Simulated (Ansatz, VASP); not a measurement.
**One calculation of BiP, two programs**

```
Bi P
1.0
     2.38311   -5.55088    0.00000
     2.38311    5.55088    0.00000
     0.00000    0.00000    4.46817
Bi P
2 2
Cartesian
  2.3831 -2.8759 3.3511
  2.3831 2.8759 1.1170
  2.3831 -0.2081 3.3511
  2.3831 0.2081 1.1170
```

Alike in both runs: functional PBE; k mesh 4 × 4 × 4; occupations gaussian, width 0.1 eV; no spin polarisation.

Ansatz relaxed the structure, and its values are those at the end. VASP's run is a single point on that final structure, the one shown.

|  | VASP | Ansatz |
| --- | --- | --- |
| version | VASP 6.6.1 | Ansatz 0.2.0 |
| potentials or method | VASP PAW PBE potentials, release 64 (Bi_d, P) | scalar-relativistic, plane waves, PAW |
| plane-wave cutoff (eV) | 520 | 420 |
| valence electrons in the cell | 40 | 40 |

```csv
,VASP,Ansatz,Ansatz less VASP
gap on the k mesh at the Fermi level (eV),none,none,-
pressure (GPa),0.0,0.1,+0.08
rms of the force components (eV/Å),0.007,0.006,-0.0010
```

A gap of «none» marks a metal or a gap that the smearing closes.

Caveats: spin-orbit coupling is left out, which moves the levels of the heavy elements.
